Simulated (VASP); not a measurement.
All values below come from LDA (Ceperley-Alder, Perdew-Zunger), VASP's LDA PAW potentials (set 64) (plane waves; VASP).

VASP ran on this input.

INCAR:
```
ALGO  =  Normal
EDIFF  =  1E-6
EDIFFG  =  -0.01
ENCUT  =  400
IBRION  =  2
ISIF  =  3
ISMEAR  =  0
LASPH  =  .TRUE.
LCHARG  =  .FALSE.
LREAL  =  .FALSE.
LWAVE  =  .FALSE.
NELM  =  100
NSW  =  60
PREC  =  Accurate
SIGMA  =  0.05
SYSTEM  =  NaCl
```

File POSCAR:
```
NaCl
1
    0.0000000000     2.7288016783     2.7288016783
    2.7288016783     0.0000000000     2.7288016783
    2.7288016783     2.7288016783     0.0000000000
Na Cl
1 1
Direct
  0.0000000000   0.0000000000   0.0000000000
  0.5000000000   0.5000000000   0.5000000000
```

**KPOINTS**
```
Automatic mesh
0
Gamma
8 8 8
0 0 0
```

POTCAR, in this order: Na_pv Cl (LDA.64 set). Program: vasp_std.

The resulting files:

OSZICAR:
```
       N       E                     dE             d eps       ncg     rms          rms(c)
DAV:   1     0.796317967305E+02    0.79632E+02   -0.65378E+03   646   0.106E+03
DAV:   2    -0.135589292140E+01   -0.80988E+02   -0.75527E+02   742   0.250E+02
DAV:   3    -0.746629671303E+01   -0.61104E+01   -0.60761E+01   776   0.708E+01
DAV:   4    -0.757198049859E+01   -0.10568E+00   -0.10559E+00   709   0.104E+01
DAV:   5    -0.757440590469E+01   -0.24254E-02   -0.24251E-02   822   0.153E+00    0.206E+00
DAV:   6    -0.740959152689E+01    0.16481E+00   -0.30639E-01   716   0.423E+00    0.153E+00
DAV:   7    -0.739000883345E+01    0.19583E-01   -0.58484E-02   854   0.177E+00    0.965E-01
DAV:   8    -0.738840168099E+01    0.16072E-02   -0.41236E-03   749   0.769E-01    0.232E-01
DAV:   9    -0.738833404725E+01    0.67634E-04   -0.16863E-04   719   0.127E-01    0.102E-01
DAV:  10    -0.738834003778E+01   -0.59905E-05   -0.49356E-05   823   0.839E-02    0.946E-03
DAV:  11    -0.738833992304E+01    0.11474E-06   -0.17335E-06   572   0.193E-02
   1 F= -.73883399E+01 E0= -.73883399E+01  d E =-.738834E+01
```

**OUTCAR**
```
------------------------ aborting loop because EDIFF is reached ----------------------------------------
  FORCE on cell =-STRESS in cart. coord.  units (eV):
  Direction    XX          YY          ZZ          XY          YZ          ZX
  --------------------------------------------------------------------------------------
  Total       -0.0082514     -0.0082514     -0.0082514      0.0000000     -0.0000000      0.0000000
  in kB       -0.3253044     -0.3253044     -0.3253044      0.0000000     -0.0000000      0.0000000
  external PRESSURE =      -0.3253044 kB  Pullay stress =       0.0000000 kB
  volume of cell :       40.64
      direct lattice vectors                 reciprocal lattice vectors
     0.000000000  2.728801678  2.728801678    -0.183230611  0.183230611  0.183230611
     2.728801678  0.000000000  2.728801678     0.183230611 -0.183230611  0.183230611
     2.728801678  2.728801678  0.000000000     0.183230611  0.183230611 -0.183230611
  FREE ENERGIE OF THE ION-ELECTRON SYSTEM (eV)
  ---------------------------------------------------
  free  energy   TOTEN  =        -7.3883399230 eV

  energy  without entropy=       -7.3883399230  energy(sigma->0) =       -7.38833992

 reached required accuracy - stopping structural energy minimisation
```
(Selected blocks of OUTCAR.)

**OUTCAR**
```
 val. band max:       -0.3319618899   @ k =   0.0000   0.0000   0.0000

 cond. band min:       4.7636765658   @ k =   0.0000   0.0000   0.0000


 Fermi energy:        -0.0221882915

 k-point     1 :       0.0000    0.0000    0.0000
  band No.  band energies     occupation
      1     -20.9545      2.00000
      2     -20.9545      2.00000
      3     -20.9545      2.00000
      4     -13.1672      2.00000
      5      -0.3320      2.00000
      6      -0.3320      2.00000
      7      -0.3320      2.00000
      8       4.7637      0.00000
      9      10.5994      0.00000
     10      10.5994      0.00000
     11      10.5994      0.00000

 k-point     2 :       0.1250    0.0000    0.0000
  band No.  band energies     occupation
      1     -20.9619      2.00000
      2     -20.9551      2.00000
      3     -20.9551      2.00000
      4     -13.1018      2.00000
      5      -0.7905      2.00000
      6      -0.3846      2.00000
      7      -0.3846      2.00000
      8       5.3187      0.00000
      9      10.0431      0.00000
     10      10.8200      0.00000
     11      10.8200      0.00000

 k-point     3 :       0.2500    0.0000    0.0000
  band No.  band energies     occupation
      1     -20.9798      2.00000
      2     -20.9565      2.00000
      3     -20.9565      2.00000
      4     -12.9382      2.00000
      5      -1.6775      2.00000
      6      -0.5069      2.00000
      7      -0.5069      2.00000
      8       6.2983      0.00000
      9       9.6012      0.00000
     10      10.9736      0.00000
     11      10.9736      0.00000

 k-point     4 :       0.3750    0.0000    0.0000
  band No.  band energies     occupation
      1     -20.9970      2.00000
      2     -20.9576      2.00000
      3     -20.9576      2.00000
      4     -12.7654      2.00000
      5      -2.4056      2.00000
      6      -0.6228      2.00000
      7      -0.6228      2.00000
      8       6.7060      0.00000
      9      10.1829      0.00000
...
```

The compound is NaCl in the rock salt structure. It was relaxed first, which changed the volume by -9 %. The start is the result of an earlier pass.
